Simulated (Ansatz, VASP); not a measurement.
# Y in two plane-wave programs, part 2 of 2

Aim: how closely do two programs agree when they are given the same cell, functional and k mesh? The structure shown is the end of the Ansatz relaxation below.

VASP 6.6.1 and Ansatz 0.2.0.

So far. Step 3 (VASP: single point, PBEsol, pair 1): The run ends at a pressure of 0.12 GPa.

### 6. VASP: single point, PBEsol, pair 2 (continued)

Level of this step: PBEsol; plane waves and PAW (Y_sv) (VASP).

Numbers of over 12 decimals in the logs are rounded to 6 here.

Parts of OUTCAR (step 6):

```text
  Total       -0.0534773     -0.0534773      0.5314034      0.0000000     -0.0000000     -0.0000000
  in kB       -1.3837657     -1.3837657     13.7504744      0.0000000     -0.0000000     -0.0000000
  external PRESSURE =       3.6609810 kB  Pullay stress =       0.0000000 kB

 POSITION                                       TOTAL-FORCE (eV/Angst)
 -----------------------------------------------------------------------------------
     -0.00000      2.08726      1.36758        -0.000000     -0.000000     -0.000000
      1.80762      1.04363      4.10274         0.000000      0.000000      0.000000
 -----------------------------------------------------------------------------------
    total drift:                                0.000003      0.000005      0.000000

  FREE ENERGIE OF THE ION-ELECTRON SYSTEM (eV)
  ---------------------------------------------------
  free  energy   TOTEN  =       -13.6341203582 eV

  energy  without entropy=      -13.6342705944  energy(sigma->0) =      -13.63417044

[... 1 part as in an earlier step ...]

[... 2 further parts left out ...]
[key lines of the parts left out:]
E-fermi :   3.1554
```

The run ends at a pressure of 0.37 GPa.

### 7. Side by side

Compared:

| quantity | Ansatz | VASP | difference |
| --- | --- | --- | --- |
| pressure (GPa) | 0.50 | 0.37 | +0.14 |

### 8. Ansatz: relaxation, PBEsol

This run makes the geometry at which the two programs are then compared. The cell compared in this pair holds 62.94 Å³, against 61.92 Å³ for the pair before.

The structure compared here is the end of the Ansatz relaxation.

Input file input.yaml:

```yaml
crystal:
  lattice:
    - [3.5985008811, 0.0, 0.0]
    - [-1.7992504406, 3.1163931786, 0.0]
    - [0.0, 0.0, 5.637782268]
  atoms:
    - { symbol: "Y", position: [0.3333333333, 0.6666666667, 0.25] }
    - { symbol: "Y", position: [0.6666666667, 0.3333333333, 0.75] }
kpoints:
  mp_grid: { grid: [15, 15, 8] }
hamiltonian:
  xc: pbesol
  pseudopotentials: { kind: paw, azcp: { folder: soft_1 }, xc_functional: pbe }
scf:
  occupations: { method: methfessel_paxton, width: 0.2 }
output:
  forces: true
  stress: true
  eigenvalues: true
relax:
  adjacent_minimum: "off"
  f_tol: 0.001
  max_steps: 60
  cell: { stress_tol: 0.01, fix: [c, angles] }
```

Run with:

```console
ansatz run input.yaml --threads 4 --pin off --max-ram 10240MiB --backend cpu --events-out ev --progress --plain --runs-dir out
```

The log of the run:

```text
[...]
Crystal: 2 atoms, lattice volume = 63.224 Å³
Basis set: ecut = 420 eV, 1231 PW (Γ), exchange–correlation on 50×50×80 points (8 copies of the dense FFT grid, shifted against one another)
Bands: 15, of which v1, the nominal top of the filled ones, is band 11 counted from 1 (10 counted from 0)
Symmetry: 8 space group operations
k-points: 320 of 1800
[...]
k-point 319: bands = [... 7 lower, -12.5514, 8.0318, 8.0318, 9.8092, 9.8092, 11.2287, 11.2287, 12.6147]
--- Relaxed structure (3 steps of the walk, 3 accepted, 1 SCFs on fresh bases) ---
[...]
cell:  # Å, volume = 62.9362 Å³
    - [3.590300, 2.8801782322802718e-11, 0]
    - [-1.795150, 3.109291, 0]
    - [0, 0, 5.637782268]
  atoms:
    - { symbol: Y, position: [0.333333, 0.666667, 0.250000] }
    - { symbol: Y, position: [0.666667, 0.333333, 0.750000] }
[key lines of the parts left out:]
SCF converged after 5 iterations
Free energy (F): -7590.185439 eV
Fermi energy:    9.752689 eV
P = ⅓ Tr σ = -0.2396 GPa (-2.396 kbar)
```

### 9. VASP: single point, PBEsol, pair 3

The same cell, functional, mesh and smearing now go to VASP, with its own data sets.

Input file INCAR:

```
SYSTEM = Y
PREC = Accurate
ENCUT = 500
EDIFF = 1E-06
NELM = 120
ISMEAR = 1
SIGMA = 0.2
LREAL = .FALSE.
ALGO = Normal
GGA = PS
NBANDS = 17
LASPH = .TRUE.
LORBIT = 11
LWAVE = .FALSE.
LCHARG = .FALSE.
ISIF = 2
GGA_COMPAT = .FALSE.
KPAR = 2
```

Input file POSCAR:

```
Y
1.0
    3.5902998193      0.0000000000      0.0000000000
   -1.7951499097      3.1092908507      0.0000000000
    0.0000000000      0.0000000000      5.6377822680
Y
2
Direct
    0.3333333343      0.6666666677      0.2500000000
    0.6666666677      0.3333333343      0.7500000000
```

Input file KPOINTS:

```
Automatic mesh
0
Gamma
15 15 8
0 0 0
```

PAW data sets: Y_sv (PBE family, release 64).

Run with:

```console
mpirun -np 2 vasp_std
```

The log of the run:

```text
[... set-up lines as in an earlier step ...]
 entering main loop
       N       E                     dE             d eps       ncg     rms          rms(c)
DAV:   1     0.836276308295E+02    0.83628E+02   -0.11237E+04  4598   0.120E+03
DAV:   2    -0.699864536590E+01   -0.90626E+02   -0.89403E+02  5803   0.260E+02
DAV:   3    -0.139129234746E+02   -0.69143E+01   -0.68559E+01  8229   0.436E+01
DAV:   4    -0.140750232082E+02   -0.16210E+00   -0.16200E+00  5510   0.688E+00
[...]
DAV:  12    -0.136378013432E+02    0.32925E-05   -0.13571E-05  5624   0.318E-02    0.208E-02
DAV:  13    -0.136378024884E+02   -0.11451E-05   -0.37078E-06  5226   0.183E-02    0.251E-03
DAV:  14    -0.136378026256E+02   -0.13719E-06   -0.13002E-07  3053   0.263E-03
   1 F= -.13637803E+02 E0= -.13636794E+02  d E =-.302612E-02
```

From OUTCAR (step 9):

```text
  Total       -0.0536808     -0.0536808     -0.3333865      0.0000000      0.0000000      0.0000000
  in kB       -1.3665612     -1.3665612     -8.4870786      0.0000000      0.0000000      0.0000000
  external PRESSURE =      -3.7400670 kB  Pullay stress =       0.0000000 kB

 POSITION                                       TOTAL-FORCE (eV/Angst)
 -----------------------------------------------------------------------------------
      0.00000      2.07286      1.40945         0.000000     -0.000000      0.000000
      1.79515      1.03643      4.22834        -0.000000      0.000000      0.000000
 -----------------------------------------------------------------------------------
    total drift:                               -0.000001     -0.000002     -0.000000

  FREE ENERGIE OF THE ION-ELECTRON SYSTEM (eV)
  ---------------------------------------------------
  free  energy   TOTEN  =       -13.6378026256 eV

  energy  without entropy=      -13.6347765036  energy(sigma->0) =      -13.63679392

[... 1 part as in an earlier step ...]

[... 2 further parts left out ...]
[key lines of the parts left out:]
E-fermi :   3.0949
```

The run ends at a pressure of -0.37 GPa.

### 10. Side by side

Both answers:

| quantity | Ansatz | VASP | difference |
| --- | --- | --- | --- |
| pressure (GPa) | -0.24 | -0.37 | +0.13 |

### 11. Results

```
difference in pressure (single point, PBEsol, pair 1) : 0.13 GPa
difference in pressure (single point, PBEsol, pair 2) : 0.14 GPa
difference in pressure (single point, PBEsol, pair 3) : 0.13 GPa
```

What this shows: The difference in pressure is 0.14 GPa (single point, PBEsol, pair 2), within the 1 GPa picked in this series as the mark of a large difference. 2 further runs of this series are not shown here. Such differences can come from data sets, numerical settings and the points named under the comparisons, not from the functional's error against experiment.

[Lines on the potential files, build, host, timing and source positions are cut from VASP's logs without a mark.]

[Logs are printed without paths, hosts, clocks, repeated set-up lines and the standing remarks that a program may print on its own settings, such as how far it seeks lower states.]

[Hosts, paths, dates, database ids (printed as entryN), source tags and the programs' standing remarks are cut or masked in the printed files.]
